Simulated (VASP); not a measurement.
Data:

```yaml
crystal:
  lattice:
    - [1.90169, -5.17326, 0.00000]
    - [1.90169, 5.17326, 0.00000]
    - [0.00000, 0.00000, 4.29454]
  atoms:
    - { symbol: Tb, position: [0.86106, 0.13894, 0.75000] }
    - { symbol: Tb, position: [0.13894, 0.86106, 0.25000] }
    - { symbol: Ni, position: [0.57071, 0.42929, 0.75000] }
    - { symbol: Ni, position: [0.42929, 0.57071, 0.25000] }
```

The numbers are results of PBEsol GGA, VASP's PBE PAW potentials (set 64) (plane waves; VASP 6.6.1), not measurements. Settings: 300 eV cut-off, 5×5×5 Γ-centred mesh, Gaussian smearing of 0.20 eV, potentials Tb Ni.

At this cut-off the stress carries a Pulay error, which pulls relaxed volumes low. The run has a spin-polarised start.

Task: Which forces act on the atoms, in eV/Å?

Result: 
| atom | Fx | Fy | Fz |
|---|---|---|---|
| Tb1 | 0.000 | -0.137 | 0.000 |
| Tb2 | 0.000 | 0.137 | 0.000 |
| Ni3 | 0.000 | 0.128 | 0.000 |
| Ni4 | 0.000 | -0.128 | 0.000 |

Task: Give the stress tensor in GPa (positive for a compressed cell).

Result: 
```
-6.82   0.00   0.00
 0.00  -6.78   0.00
 0.00   0.00  -8.11
```
The pressure is its mean diagonal, -7.23 GPa.

The structure comes from a computed database's TbNi entry; how it stands against other phases isn't given here. The cell was not relaxed at this level. The k-mesh is coarse (spacing up to 0.35 per Å, 2π included), so the numbers may not be converged in it.
